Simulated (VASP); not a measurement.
Input:

```yaml
crystal:
  lattice:
    - [7.14656, 0.00000, 0.00000]
    - [0.00000, 7.14656, 0.00000]
    - [0.00000, 0.00000, 7.14656]
  atoms:
    - { symbol: C, position: [0.50009, 0.99931, 0.99855] }
    - { symbol: C, position: [0.62531, 0.12579, 0.12509] }
    - { symbol: C, position: [0.74987, 0.25057, 0.99990] }
    - { symbol: C, position: [0.87463, 0.37504, 0.12510] }
    - { symbol: C, position: [0.74990, 0.00062, 0.24985] }
    - { symbol: C, position: [0.87472, 0.12572, 0.37438] }
    - { symbol: C, position: [0.99992, 0.00051, 0.99985] }
    - { symbol: C, position: [0.12512, 0.12504, 0.12441] }
    - { symbol: C, position: [0.24904, 0.25050, 0.99826] }
    - { symbol: C, position: [0.37672, 0.37369, 0.12534] }
    - { symbol: C, position: [0.50101, 0.49945, 0.00040] }
    - { symbol: C, position: [0.62674, 0.62371, 0.12531] }
    - { symbol: C, position: [0.74996, 0.75139, 0.99825] }
    - { symbol: C, position: [0.87530, 0.87528, 0.12438] }
    - { symbol: C, position: [0.24899, 0.99895, 0.24978] }
    - { symbol: C, position: [0.37674, 0.12610, 0.37297] }
    - { symbol: C, position: [0.48819, 0.23779, 0.23706] }
    - { symbol: C, position: [0.76263, 0.51214, 0.23705] }
    - { symbol: C, position: [0.87434, 0.62368, 0.37297] }
    - { symbol: C, position: [0.50109, 0.00122, 0.49871] }
    - { symbol: C, position: [0.62688, 0.12611, 0.62296] }
    - { symbol: C, position: [0.76290, 0.23769, 0.51150] }
    - { symbol: C, position: [0.87441, 0.37363, 0.62302] }
    - { symbol: C, position: [0.75006, 0.99896, 0.75079] }
    - { symbol: C, position: [0.87535, 0.12506, 0.87469] }
    - { symbol: C, position: [0.00112, 0.50034, 0.99856] }
    - { symbol: C, position: [0.12625, 0.62500, 0.12532] }
    - { symbol: C, position: [0.25031, 0.75011, 0.00024] }
    - { symbol: C, position: [0.37536, 0.87413, 0.12528] }
    - { symbol: C, position: [0.99982, 0.25057, 0.24987] }
    - { symbol: C, position: [0.12530, 0.37505, 0.37433] }
    - { symbol: C, position: [0.25180, 0.49878, 0.25130] }
    - { symbol: C, position: [0.37635, 0.62414, 0.37817] }
    - { symbol: C, position: [0.50171, 0.74861, 0.25127] }
    - { symbol: C, position: [0.62538, 0.87516, 0.37430] }
    - { symbol: C, position: [0.00126, 0.99926, 0.49972] }
    - { symbol: C, position: [0.12641, 0.12604, 0.62440] }
    - { symbol: C, position: [0.25188, 0.25213, 0.49804] }
    - { symbol: C, position: [0.37641, 0.37906, 0.62324] }
    - { symbol: C, position: [0.62139, 0.62407, 0.62322] }
    - { symbol: C, position: [0.74840, 0.74864, 0.49797] }
    - { symbol: C, position: [0.87443, 0.87409, 0.62433] }
    - { symbol: C, position: [0.25037, 0.00101, 0.74940] }
    - { symbol: C, position: [0.37545, 0.12608, 0.87331] }
    - { symbol: C, position: [0.50178, 0.25217, 0.74777] }
    - { symbol: C, position: [0.62535, 0.37506, 0.87440] }
    - { symbol: C, position: [0.74835, 0.49873, 0.74774] }
    - { symbol: C, position: [0.87437, 0.62502, 0.87332] }
    - { symbol: C, position: [0.00143, 0.75140, 0.24978] }
    - { symbol: C, position: [0.12556, 0.87485, 0.37424] }
    - { symbol: C, position: [0.99934, 0.49944, 0.49875] }
    - { symbol: C, position: [0.12431, 0.62513, 0.62441] }
    - { symbol: C, position: [0.24912, 0.75142, 0.50050] }
    - { symbol: C, position: [0.37534, 0.87624, 0.62442] }
    - { symbol: C, position: [0.00153, 0.25041, 0.75083] }
    - { symbol: C, position: [0.12555, 0.37491, 0.87420] }
    - { symbol: C, position: [0.24908, 0.50126, 0.75066] }
    - { symbol: C, position: [0.37533, 0.62511, 0.87545] }
    - { symbol: C, position: [0.49922, 0.75139, 0.75063] }
    - { symbol: C, position: [0.62552, 0.87488, 0.87418] }
    - { symbol: C, position: [0.99951, 0.75012, 0.74937] }
    - { symbol: C, position: [0.12518, 0.87528, 0.87453] }
    - { symbol: N, position: [0.49034, 0.51018, 0.50925] }
```

Method: HSE06 screened hybrid, VASP's PBE PAW potentials (set 64) (plane waves; VASP 6.6.1). Numerical set-up: PREC = Normal, LREAL = Auto, ISYM = 0, EDIFF = 1E-5, 400 eV cut-off, 1×1×1 Γ-centred mesh, Gaussian smearing of 0.050 eV, potentials C N. Starting moments (MAGMOM): 63*0.0476. The cell's moment is fixed (NUPDOWN = 3).

The supercell is sampled at Γ alone, which is coarse: total energies, pressure and levels can be off, energies of defects by several tenths of an eV.

Q: Predict the cell moment, energy per atom (σ→0), largest force.

A: 
```json
{
 "cell_moment": "3.00 μB",
 "energy per atom (σ→0)": "-10390 meV/atom",
 "largest_force": "0.227 eV/Å"
}
```

Q: Give the moment on each site (PAW-sphere projection).

A: 
```tsv
site	moment (μB)
C1	0.04
C2	-0.01
C3	0.01
C4	-0.01
C5	0.01
C6	-0.01
C7	0.01
C8	0.00
C9	0.04
C10	-0.02
C11	0.01
C12	-0.02
C13	0.04
C14	0.00
C15	0.04
C16	-0.02
C17	0.44
C18	0.44
C19	-0.02
C20	0.01
C21	-0.02
C22	0.44
C23	-0.02
C24	0.04
C25	0.00
C26	0.04
C27	0.00
C28	0.01
C29	0.00
C30	0.01
C31	0.00
C32	0.01
C33	0.00
C34	0.01
C35	0.00
C36	0.04
C37	0.00
C38	0.01
C39	0.00
C40	0.00
C41	0.01
C42	0.00
C43	0.01
C44	0.00
C45	0.01
C46	0.00
C47	0.01
C48	0.00
C49	0.04
C50	0.02
C51	0.01
C52	0.00
C53	0.01
C54	0.00
C55	0.04
C56	0.02
C57	0.01
C58	0.00
C59	0.01
C60	0.02
C61	0.01
C62	0.00
N63	0.18
```

Only differences to runs with the same potentials and settings are physical.

The cell is a supercell with a defect, built from C (diamond): N_C-vac_C. The cell's shape comes from a PBE relaxation.
